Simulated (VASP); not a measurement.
# A VASP study of GeAu2 (revPBE + D4): structure first, properties next, part 4 of 4

What structure does GeAu2 take at this level, and what are its properties? The cell is invented: other elements were put on sites of a known structure type. It may not be a known or stable phase.

VASP 6.6.1; revPBE with D4; plane waves and PAW (Ge_d, Au); invented cell.

Still holding for the runs below: The k-mesh is coarse for a metal.

So far. Step 8 (Volume scan with revPBE + D4 (run 2)): The run ends at a pressure of 5.57 GPa, with forces up to 0.023 eV/Å.

## 9. Volume scan with revPBE + D4 (run 3)

Input file INCAR:

```
SYSTEM = GeAu2
PREC = Accurate
ENCUT = 410
EDIFF = 1E-06
NELM = 100
ISMEAR = -1
SIGMA = 0.05
LREAL = .FALSE.
ALGO = Normal
GGA = RE
IVDW = 13
LORBIT = 11
LWAVE = .FALSE.
LCHARG = .FALSE.
ISIF = 2
```

Input file POSCAR:

```
GeAu2
1.0
    3.0704628176      0.0000000000      0.0000000000
   -1.5352314088      2.6590988018      0.0000000000
    0.0000000000      0.0000000000      6.3062798896
Ge Au
1 2
Direct
    0.0000000000      0.0000000000      0.0000000000
    0.3333333300      0.6666666700      0.3216872035
    0.6666666700      0.3333333300      0.6783127965
```

Input file KPOINTS:

```
Automatic mesh
0
Gamma
8 8 4
0 0 0
```

The projector-augmented-wave data sets are Ge_d and Au (PBE family, release 64).

Command:

```console
> mpirun -np 1 vasp_std
```

What it wrote:

```text
[... set-up lines as in an earlier step ...]
 entering main loop
       N       E                     dE             d eps       ncg     rms          rms(c)
DAV:   1     0.266047605990E+03    0.26605E+03   -0.15768E+04  1856   0.314E+03
DAV:   2     0.166736445927E+02   -0.24937E+03   -0.24097E+03  1626   0.682E+02
DAV:   3    -0.964477658004E+01   -0.26318E+02   -0.26052E+02  1792   0.129E+02
DAV:   4    -0.103069674723E+02   -0.66219E+00   -0.66156E+00  1702   0.211E+01
[...]
DAV:  11    -0.935888041618E+01   -0.78919E-05   -0.51447E-05  2000   0.571E-02    0.104E-02
DAV:  12    -0.935888205834E+01   -0.16422E-05   -0.20588E-06  1300   0.134E-02    0.318E-03
DAV:  13    -0.935888221191E+01   -0.15357E-06   -0.60625E-07   974   0.955E-03
   1 F= -.12212250E+02 E0= -.12208281E+02  d E =-.793885E-02
```

Run time: 32 s. Hardware: 1 MPI rank of Intel Xeon Platinum 8488C (Sapphire Rapids), shared host; peak memory 0.16 GiB.

From OUTCAR (step 9):

```text
  Edisp (eV):   -2.85337

  Total       0.73302     0.73302     1.02619     0.00000    -0.00000     0.00000
  in kB      22.80956    22.80956    31.93200     0.00000    -0.00000     0.00000
  external pressure =       25.85 kB  Pullay stress =        0.00 kB

 POSITION                                       TOTAL-FORCE (eV/Angst)
 -----------------------------------------------------------------------------------
      0.00000      0.00000      0.00000         0.000000      0.000000      0.000000
     -0.00000      1.77273      2.02865        -0.000000     -0.000000     -0.005649
      1.53523      0.88637      4.27763        -0.000000      0.000000      0.005649
 -----------------------------------------------------------------------------------
    total drift:                                0.000000      0.000000      0.000000

  FREE ENERGIE OF THE ION-ELECTRON SYSTEM (eV)
  ---------------------------------------------------
  free  energy   TOTEN  =       -12.2122502936 eV

  energy  without entropy=      -12.2043114388  energy(sigma->0) =      -12.20828087

[... 1 part as in an earlier step ...]

[... 2 further parts left out ...]
[key lines of the parts left out:]
E-fermi :   9.0120
```

The pressure falls from 5.57 to 2.59 GPa.

The run ends at a pressure of 2.59 GPa, with forces up to 0.0056 eV/Å.

## 10. Volume scan with revPBE + D4 (run 4)

INCAR is that of step 9.

Input file POSCAR:

```
GeAu2
1.0
    3.0912098173      0.0000000000      0.0000000000
   -1.5456049087      2.6770662306      0.0000000000
    0.0000000000      0.0000000000      6.3488911814
Ge Au
1 2
Direct
    0.0000000000      0.0000000000      0.0000000000
    0.3333333300      0.6666666700      0.3216872035
    0.6666666700      0.3333333300      0.6783127965
```

KPOINTS is that of step 9.

Command:

```console
> mpirun -np 1 vasp_std
```

What it wrote:

```text
[... set-up lines as in an earlier step ...]
 entering main loop
       N       E                     dE             d eps       ncg     rms          rms(c)
[... 13 cycles as in an earlier step ...]
   1 F= -.12221718E+02 E0= -.12217883E+02  d E =-.766822E-02
```

Run time: 27 s. Hardware: 1 MPI rank; peak memory 0.16 GiB.

Parts of OUTCAR (step 10):

```text
  Edisp (eV):   -2.79945

[... 6 parts as in an earlier step ...]

[... 1 further part left out ...]
[key lines of the parts left out:]
E-fermi :   8.7158
```

The pressure falls from 2.59 to -0.03 GPa.

The run ends at a pressure of -0.03 GPa, with forces up to 0.0071 eV/Å.

## 11. Volume scan with revPBE + D4 (run 5)

INCAR is that of step 10.

Input file POSCAR:

```
GeAu2
1.0
    3.1116820021      0.0000000000      0.0000000000
   -1.5558410011      2.6947956627      0.0000000000
    0.0000000000      0.0000000000      6.3909380437
Ge Au
1 2
Direct
    0.0000000000      0.0000000000      0.0000000000
    0.3333333300      0.6666666700      0.3216872035
    0.6666666700      0.3333333300      0.6783127965
```

KPOINTS is that of step 10.

Command:

```console
> mpirun -np 1 vasp_std
```

What it wrote:

```text
[... set-up lines as in an earlier step ...]
 entering main loop
       N       E                     dE             d eps       ncg     rms          rms(c)
DAV:   1     0.258795863158E+03    0.25880E+03   -0.15927E+04  1858   0.305E+03
DAV:   2     0.160380898065E+02   -0.24276E+03   -0.23434E+03  1648   0.664E+02
DAV:   3    -0.966282793491E+01   -0.25701E+02   -0.25373E+02  1726   0.127E+02
DAV:   4    -0.103494583913E+02   -0.68663E+00   -0.68575E+00  1744   0.214E+01
[...]
DAV:  11    -0.946737209808E+01   -0.97495E-05   -0.47463E-05  1930   0.525E-02    0.957E-03
DAV:  12    -0.946737375513E+01   -0.16570E-05   -0.24398E-06  1384   0.130E-02    0.289E-03
DAV:  13    -0.946737381265E+01   -0.57520E-07   -0.67019E-07   914   0.105E-02
   1 F= -.12215021E+02 E0= -.12211314E+02  d E =-.741580E-02
```

It took 29 s on 1 MPI rank; peak memory 0.18 GiB.

OUTCAR, selected parts (step 11):

```text
  Edisp (eV):   -2.74765

  Total      -0.71955    -0.71955    -0.90977     0.00000     0.00000    -0.00000
  in kB     -21.51238   -21.51238   -27.19914     0.00000     0.00000    -0.00000
  external pressure =      -23.41 kB  Pullay stress =        0.00 kB

 POSITION                                       TOTAL-FORCE (eV/Angst)
 -----------------------------------------------------------------------------------
      0.00000      0.00000      0.00000        -0.000000      0.000000      0.000000
     -0.00000      1.79653      2.05588        -0.000000      0.000000      0.015438
      1.55584      0.89827      4.33506         0.000000     -0.000000     -0.015438
 -----------------------------------------------------------------------------------
    total drift:                                0.000000     -0.000000      0.000000

  FREE ENERGIE OF THE ION-ELECTRON SYSTEM (eV)
  ---------------------------------------------------
  free  energy   TOTEN  =       -12.2150214373 eV

  energy  without entropy=      -12.2076056402  energy(sigma->0) =      -12.21131354

[... 1 part as in an earlier step ...]

[... 2 further parts left out ...]
[key lines of the parts left out:]
E-fermi :   8.4363
```

The pressure falls from -0.03 to -2.34 GPa.

The run ends at a pressure of -2.34 GPa, with forces up to 0.015 eV/Å.

## 12. Volume scan with revPBE + D4 (run 6)

INCAR is that of step 11.

Input file POSCAR:

```
GeAu2
1.0
    3.1318882956      0.0000000000      0.0000000000
   -1.5659441478      2.7122948262      0.0000000000
    0.0000000000      0.0000000000      6.4324388043
Ge Au
1 2
Direct
    0.0000000000      0.0000000000      0.0000000000
    0.3333333300      0.6666666700      0.3216872035
    0.6666666700      0.3333333300      0.6783127965
```

KPOINTS is that of step 11.

Command:

```console
> mpirun -np 1 vasp_std
```

What it wrote:

```text
[... set-up lines as in an earlier step ...]
 entering main loop
       N       E                     dE             d eps       ncg     rms          rms(c)
DAV:   1     0.264244734330E+03    0.26424E+03   -0.15848E+04  1846   0.306E+03
DAV:   2     0.172832999408E+02   -0.24696E+03   -0.23747E+03  1600   0.671E+02
DAV:   3    -0.965607670516E+01   -0.26939E+02   -0.26528E+02  1768   0.130E+02
DAV:   4    -0.103471563837E+02   -0.69108E+00   -0.69068E+00  1702   0.215E+01
[...]
DAV:  11    -0.949631756822E+01   -0.10721E-04   -0.47676E-05  1884   0.509E-02    0.946E-03
DAV:  12    -0.949631931848E+01   -0.17503E-05   -0.27078E-06  1410   0.129E-02    0.281E-03
DAV:  13    -0.949631934444E+01   -0.25959E-07   -0.68701E-07   896   0.107E-02
   1 F= -.12194174E+02 E0= -.12190388E+02  d E =-.757306E-02
```

Run time: 36 s. Hardware: 1 MPI rank; peak memory 0.18 GiB.

From OUTCAR (step 12):

```text
  Edisp (eV):   -2.69785

  Total      -1.35185    -1.35185    -1.75946     0.00000    -0.00000     0.00000
  in kB     -39.63890   -39.63890   -51.59057     0.00000    -0.00000     0.00000
  external pressure =      -43.62 kB  Pullay stress =        0.00 kB

 POSITION                                       TOTAL-FORCE (eV/Angst)
 -----------------------------------------------------------------------------------
      0.00000      0.00000      0.00000        -0.000000      0.000000      0.000000
     -0.00000      1.80820      2.06923         0.000000     -0.000000      0.020323
      1.56594      0.90410      4.36321        -0.000000      0.000000     -0.020323
 -----------------------------------------------------------------------------------
    total drift:                                0.000000     -0.000000      0.000000

  FREE ENERGIE OF THE ION-ELECTRON SYSTEM (eV)
  ---------------------------------------------------
  free  energy   TOTEN  =       -12.1941742391 eV

  energy  without entropy=      -12.1866011772  energy(sigma->0) =      -12.19038771

[... 1 part as in an earlier step ...]

[... 2 further parts left out ...]
[key lines of the parts left out:]
E-fermi :   8.1703
```

The pressure falls from -2.34 to -4.36 GPa.

The run ends at a pressure of -4.36 GPa, with forces up to 0.020 eV/Å.

## 13. Volume scan with revPBE + D4 (run 7)

A prediction first. A least-squares parabola for the 6 pressures of evenly scaled cells so far, P = -0.05 -123.6 t +354 t² GPa with t = ln(V/V₁) and V₁ the volume at scale 1, gives -6.05 GPa at t = +0.0583.

INCAR is that of step 12.

Input file POSCAR:

```
GeAu2
1.0
    3.1518371665      0.0000000000      0.0000000000
   -1.5759185833      2.7295710552      0.0000000000
    0.0000000000      0.0000000000      6.4734108567
Ge Au
1 2
Direct
    0.0000000000      0.0000000000      0.0000000000
    0.3333333300      0.6666666700      0.3216872035
    0.6666666700      0.3333333300      0.6783127965
```

KPOINTS is that of step 12.

Command:

```console
> mpirun -np 1 vasp_std
```

What it wrote:

```text
[... set-up lines as in an earlier step ...]
 entering main loop
       N       E                     dE             d eps       ncg     rms          rms(c)
DAV:   1     0.256982111225E+03    0.25698E+03   -0.16154E+04  1900   0.302E+03
DAV:   2     0.165291965455E+02   -0.24045E+03   -0.23097E+03  1606   0.668E+02
DAV:   3    -0.964929643301E+01   -0.26178E+02   -0.25892E+02  1804   0.128E+02
DAV:   4    -0.103320221832E+02   -0.68273E+00   -0.68227E+00  1654   0.213E+01
[...]
DAV:  11    -0.951095232168E+01   -0.11457E-04   -0.47073E-05  1858   0.499E-02    0.929E-03
DAV:  12    -0.951095421316E+01   -0.18915E-05   -0.30354E-06  1442   0.129E-02    0.259E-03
DAV:  13    -0.951095415621E+01    0.56957E-07   -0.66370E-07   926   0.103E-02
   1 F= -.12160883E+02 E0= -.12156675E+02  d E =-.841606E-02
```

Elapsed: 33 s, on 1 MPI rank; peak memory 0.18 GiB.

Parts of OUTCAR (step 13):

```text
  Edisp (eV):   -2.64993

  Total      -1.91856    -1.91856    -2.52501     0.00000     0.00000    -0.00000
  in kB     -55.19428   -55.19428   -72.64101     0.00000     0.00000    -0.00000
  external pressure =      -61.01 kB  Pullay stress =        0.00 kB

 POSITION                                       TOTAL-FORCE (eV/Angst)
 -----------------------------------------------------------------------------------
      0.00000      0.00000      0.00000        -0.000000      0.000000      0.000000
     -0.00000      1.81971      2.08241        -0.000000     -0.000000      0.024998
      1.57592      0.90986      4.39100         0.000000      0.000000     -0.024998
 -----------------------------------------------------------------------------------
    total drift:                                0.000000     -0.000000      0.000000

  FREE ENERGIE OF THE ION-ELECTRON SYSTEM (eV)
  ---------------------------------------------------
  free  energy   TOTEN  =       -12.1608830812 eV

  energy  without entropy=      -12.1524670186  energy(sigma->0) =      -12.15667505

[... 1 part as in an earlier step ...]

[... 2 further parts left out ...]
[key lines of the parts left out:]
E-fermi :   7.9129
```

The pressure falls from -4.36 to -6.10 GPa. The parabola predicted -6.05 GPa, +0.06 GPa off.

## 14. Comparing the runs

Times are for 1 MPI rank of Intel Xeon Platinum 8488C (Sapphire Rapids), shared host. The series side by side:

```
no.  volume scale  energy above the lowest point (meV/atom)  pressure (GPa)  time  memory (GiB)
  1          0.94                                      28.7           8.971  19 s          0.16
  2          0.96                                     12.48           5.566  26 s          0.16
  3          0.98                                       3.2           2.585  32 s          0.16
  4             1                                         0        -0.03124  27 s          0.16
  5          1.02                                      2.19          -2.341  29 s          0.18
  6          1.04                                      9.17          -4.362  36 s          0.18
  7          1.06                                      20.4          -6.101  33 s          0.18
```

## 15. Fit for revPBE + D4

This step: Birch-Murnaghan fit, revPBE with D4; plane waves and PAW; invented cell (VASP 6.6.1).

Derived from the runs above.

This step gave:

```
pressure derivative of the bulk modulus : 5.082
r.m.s. error of the fit                 : 8.96e-6 eV/atom
minimum inside the sampled range        : yes
bulk modulus                            : 122.5 GPa
equilibrium volume of the fit           : 17.54 Å³/atom
```

Table of energy above the fitted minimum by volume:

```
volume (Å³/atom)  energy above the fitted minimum (eV/atom)
          16.462                                     0.0287
          16.813                                     0.0125
          17.163                                    0.00322
          17.513                                     2.3e-5
          17.863                                    0.00221
          18.214                                    0.00919
          18.564                                     0.0204
```

The fit over cells of fixed shape and fractional positions puts the volume +0.15 % from the relaxed one. At a finite cutoff and mesh the minimum of the energy and the zero of the stress don't quite coincide, and the relaxation stops at a threshold. The atoms bear forces along the scan, since they were held; freeing them would lower the modulus.

## 16. Core levels (revPBE + D4)

This step: revPBE with D4; plane waves and PAW (Ge_d, Au); invented cell (VASP 6.6.1).

Core levels shift with the potential at each site, so they tell like atoms on unlike sites apart.

Edit INCAR of step 13 so:

```diff
@@ -14,2 +14,2 @@
 LCHARG = .FALSE.
-ISIF = 2
+ICORELEVEL = 1
```

Input file POSCAR:

```
GeAu2
1.0
    3.0912098173      0.0000000000      0.0000000000
   -1.5456049087      2.6770662306      0.0000000000
    0.0000000000      0.0000000000      6.3488911814
Ge Au
1 2
Direct
    0.0000000000      0.0000000000      0.0000000000
    0.3333333300      0.6666666700      0.3216872035
    0.6666666700      0.3333333300      0.6783127965
```

KPOINTS is that of step 13.

Command:

```console
> mpirun -np 1 vasp_std
```

What it wrote:

```text
[... set-up lines as in an earlier step ...]
 entering main loop
       N       E                     dE             d eps       ncg     rms          rms(c)
[... 13 cycles as in an earlier step ...]
   1 F= -.12221718E+02 E0= -.12217883E+02  d E =-.766822E-02
```

It took 17 s on 1 MPI rank; peak memory 0.15 GiB.

From OUTCAR (step 16):

```text
   NELECT =      36.0000    total number of electrons

 the core state eigenenergies are
   1-  1s -10946.5224  2s  -1358.2634  2p  -1185.1330  3s   -155.2551  3p   -102.3875

   2-  1s -80737.6395  2s -14233.9244  2p -12300.1355  3s  -3351.2820  3p  -2790.6544
       3d  -2192.9470  4s   -718.8230  4p   -535.0552  4d   -314.7339  4f    -70.1421
       5s    -97.1548  5p    -48.4778
   3-  1s -80737.6395  2s -14233.9244  2p -12300.1355  3s  -3351.2820  3p  -2790.6544
       3d  -2192.9470  4s   -718.8230  4p   -535.0552  4d   -314.7339  4f    -70.1421
       5s    -97.1548  5p    -48.4778

 E-fermi :   8.7158

  DFT-D4 for vdW energy calculation

  Edisp (eV):   -2.79945

[... 19 parts as in an earlier step ...]

[... 2 further parts left out ...]
```

These are scalar-relativistic Kohn-Sham levels of the ground state, with no core hole, so they are not binding energies.

Numbers from this step:

```
free energy (TOTEN)     : -12.22 eV
energy at zero smearing : -12.22 eV
Fermi energy            : 8.716 eV
pressure                : -0.03124 GPa
```

Kohn-Sham core levels. Core levels, by row:

```
atom  shell  level below the Fermi level (eV)
 Ge1     1s                             10955
 Ge1     2s                              1367
 Ge1     2p                              1194
 Ge1     3s                               164
 Ge1     3p                             111.1
 Au2     1s                             80746
 Au2     2s                             14243
 Au2     2p                             12309
 Au2     3s                              3360
 Au2     3p                              2799
 Au2     3d                              2202
 Au2     4s                             727.5
 Au2     4p                             543.8
 Au2     4d                             323.4
 Au2     4f                             78.86
 Au2     5s                             105.9
 Au2     5p                             57.19
 Au3     1s                             80746
 Au3     2s                             14243
 Au3     2p                             12309
 Au3     3s                              3360
 Au3     3p                              2799
 Au3     3d                              2202
 Au3     4s                             727.5
 Au3     4p                             543.8
 Au3     4d                             323.4
 Au3     4f                             78.86
 Au3     5s                             105.9
 Au3     5p                             57.19
```

Atoms of one element give levels within 0.1 eV of each other.

## 17. Relaxing the atoms (revPBE + D4) with a changed input

This run is made with a changed input; what comes of it follows.

Input file INCAR:

```
SYSTEM = GeAu2
PREC = Accurate
ENCUT = 410
EDIFF = 1E-06
NELM = 78
ISMEAR = -1
SIGMA = 0.05
LREAL = .FALSE.
ALGO = Normal
GGA = QQ
IVDW = 13
LORBIT = 11
LWAVE = .FALSE.
LCHARG = .FALSE.
IBRION = 2
NSW = 30
ISIF = 2
EDIFFG = -0.01
```

POSCAR is that of step 16.

KPOINTS is that of step 16.

Command:

```console
> mpirun -np 1 vasp_std
```

What it wrote:

```text
[banner, memory and clock lines left out]
running    1 mpi-ranks, on    1 nodes
[...]
|                                                                             |
|     EEEEEEE  RRRRRR   RRRRRR   OOOOOOO  RRRRRR      ###     ###     ###     |
|     E        R     R  R     R  O     O  R     R     ###     ###     ###     |
|     E        R     R  R     R  O     O  R     R     ###     ###     ###     |
|     EEEEE    RRRRRR   RRRRRR   O     O  RRRRRR       #       #       #      |
|     E        R   R    R   R    O     O  R   R                               |
|     E        R    R   R    R   O     O  R    R      ###     ###     ###     |
|     EEEEEEE  R     R  R     R  OOOOOOO  R     R     ###     ###     ###     |
|                                                                             |
|     Error: One of the selected functionals does not exist.                  |
|                                                                             |
|       ---->  I REFUSE TO CONTINUE WITH THIS SICK JOB ... BYE!!! <----       |
|                                                                             |

1
```

The job ended after 0.8 s (1 MPI rank).

The input was rejected at the start.

VASP's message: “Error: One of the selected functionals does not exist.”. No number of this run is used.

The fault in the input: unknown functional word (GGA = "QQ"). Use a GGA word that VASP lists.

## 18. What came out

| Property | Result |
| --- | --- |
| relaxed volume | 17.51 Å³/atom |
| relaxed conventional cell a, b, c | 3.091, 3.091, 6.349 Å; angles 90.0, 90.0, 120.0° |
| space group after relaxing, within 0.02 Å | P-3m1 (No. 164) |
| band gap | none, a metal |
| DOS at the Fermi level | 0.827 states/eV/cell |
| bulk modulus from the fit | 123 GPa |
| volume from the fit | 17.5 Å³/atom |
| shallowest level of the frozen cores | Au2 5p, 57.2 eV deep |

With revPBE + D4, GeAu2 relaxes to 17.51 Å³/atom in space group P-3m1 (held by the symmetry of the run), comes out as a metal and has a bulk modulus of 123 GPa at fixed shape and positions, an upper bound. Bands along the symmetry lines (revPBE + D4): Of the bands kept, 2 cross the Fermi level on this path. Spin-orbit coupling is left out, and with elements this heavy it would split and shift bands near the Fermi level. The k-sampling is coarse for a metal, so the Fermi level, pressures and the shape of the cell carry errors. No search among competing phases was made. All values are for a static lattice at zero temperature.

[Lines on the potential files, build, host, timing and source positions are cut from VASP's logs without a mark.]

[Logs are printed without paths, hosts, clocks, repeated set-up lines and the standing remarks that a program may print on its own settings, such as how far it seeks lower states.]

[Hosts, paths, dates, database ids (printed as entryN), source tags and the programs' standing remarks are cut or masked in the printed files.]

[A measured line is paired with the nearest computed mode of its activity, which favours agreement.]

[In band tables of VASP the shares of atoms and orbitals are scaled to a sum of 1 inside the atoms' spheres.]
